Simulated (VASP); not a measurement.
Given:

```yaml
crystal:
  lattice:
    - [-1.62973, 1.62973, 2.49290]
    - [1.62973, -1.62973, 2.49290]
    - [1.62973, 1.62973, -2.49290]
  atoms:
    - { symbol: In, position: [0.00000, 0.00000, 0.00000] }
```

Method: PBE GGA, VASP's PBE PAW potentials (set 64) (plane waves; VASP 6.6.1). Settings: 300 eV cut-off, 11×11×11 Γ-centred mesh, Fermi-Dirac smearing of 0.14 eV, potentials In_d.

At this cut-off the stress carries a Pulay error, which pulls relaxed volumes low.

Task: Give the stress tensor in GPa (positive for a compressed cell).

Result: 
```
1.22  0.00  0.00
0.00  1.22  0.00
0.00  0.00  0.71
```
The pressure is its mean diagonal, 1.05 GPa.

The structure comes from a computed database's In entry; how it stands against other phases isn't given here. The cell was not relaxed at this level.
